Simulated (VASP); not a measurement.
Energy against volume of Li$_{2}$Se (antifluorite). Calculation: PBE GGA with D3 dispersion (Becke-Johnson damping), VASP's PBE PAW potentials (set 64) (plane waves; VASP). Run with 520 eV cut-off, 7×7×7 Γ-centred mesh, Gaussian smearing of 0.050 eV, potentials Li_sv Se.

```json
[
 {"V (Å³/atom)": "16.274", "E (eV/atom)": "-3.98064"},
 {"V (Å³/atom)": "16.777", "E (eV/atom)": "-3.98256"},
 {"V (Å³/atom)": "17.280", "E (eV/atom)": "-3.98083"},
 {"V (Å³/atom)": "17.784", "E (eV/atom)": "-3.97591"}
]
```

Question: Fit these four points and predict the energy of the run at 15.771 Å³/atom.

Answer: A cubic in V^(−2/3), the third-order Birch-Murnaghan form, passes through the four points with V0 = 16.78 Å³/atom and B0 = 39 GPa, and gives -3.9745 eV/atom there. The run gave -3.9744 eV/atom, +0.1 meV/atom from the fit; all five points give B0 = 39 GPa.

The compound is Li2Se in the antifluorite structure. It was relaxed first, which changed the volume by -7 %.
